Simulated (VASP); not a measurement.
An input for Ansatz (written as the equivalent of a VASP run, and not itself run):

Ansatz 0.2 input:
```yaml
crystal:
  lattice:
    - [0.0000000, 3.5544790, 3.5544790]
    - [3.5544790, 0.0000000, 3.5544790]
    - [3.5544790, 3.5544790, 0.0000000]
  atoms:
    - { symbol: K, position: [0.0000000, 0.0000000, 0.0000000] }
    - { symbol: I, position: [0.5000000, 0.5000000, 0.5000000] }
kpoints:
  mp_grid: { grid: [7, 7, 7] }
hamiltonian:
  xc: pbe0
  pseudopotentials: { kind: paw }
scf:
  occupations: { method: gaussian, width: 0.01 }
  max_iter: 100
output: { forces: true, stress: true, eigenvalues: true }
```

Question: Write the VASP files for the same calculation (PBE0).

Answer: Several could match; the one computed here: 
### KPOINTS
```
Automatic mesh
0
Gamma
7 7 7
0 0 0
```

POSCAR:
```
KI
1
    0.0000000000     3.5544790000     3.5544790000
    3.5544790000     0.0000000000     3.5544790000
    3.5544790000     3.5544790000     0.0000000000
K I
1 1
Direct
  0.0000000000   0.0000000000   0.0000000000
  0.5000000000   0.5000000000   0.5000000000
```

INCAR:
```
SYSTEM = KI
PREC = Accurate; ENCUT = 300; LREAL = .False.
LASPH = .True.; ISYM = 3
EDIFF = 1E-6; NELM = 100; ALGO = Normal
LMAXMIX = 4
ISMEAR = 0; SIGMA = 0.01
GGA = PE; LHFCALC = .True.; AEXX = 0.25
HFRCUT = -1; PRECFOCK = Fast
ISIF = 2
LWAVE = .False.; LCHARG = .False.
```

POTCAR, in this order: K_sv I (PBE.64 set). Program: vasp_std.

Limits of the translation: each code has its own PAW files, so the cut-off isn't converted (ENCUT is set for VASP's; basis.ecutwfc is left out, and Ansatz then takes the one that its files recommend); Ansatz stops its SCF on the density residual and VASP on the energy change (EDIFF).

The structure comes from a computed database's KI entry; how it stands against other phases isn't given here. The cell was not relaxed at this level. The run is one of a series of settings (HFRCUT = -1, HFSCREEN removed against the base run), some of them coarse on purpose.
